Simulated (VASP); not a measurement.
GaSe (space group R3m): computed properties

Level of theory: PBEsol GGA, VASP's PBE PAW potentials (set 64) (plane waves; VASP).

- space group: R3m (160)
- cell: a = b = 3.750 Å, c = 24.283 Å, α = β = 90.00°, γ = 120.00°
- volume per atom: 24.64 Å³/atom
- band gap (over mesh and band path): 0.95 eV
- smallest direct gap (over mesh and band path): 0.95 eV
- band-edge character: direct, T to T
- density: 5.01 g/cm³

```
CELL_PARAMETERS angstrom
      1.87493     1.08249     8.09441
     -1.87493     1.08249     8.09441
      0.00000    -2.16498     8.09441
ATOMIC_POSITIONS crystal
  Ga 0.94983 0.94983 0.94983
  Ga 0.04982 0.04982 0.04982
  Se 0.23497 0.23497 0.23497
  Se 0.43138 0.43138 0.43138
```

Without a dispersion term in the relaxation, distances and binding between the weakly bound layers, chains or molecules are unreliable, and so is what depends on them.

The structure comes from a computed database's GaSe entry (R3m); how it stands against other phases isn't given here. It was relaxed first, which changed the volume by -8 %. Symmetry was kept, so distortions that lower it aren't found.
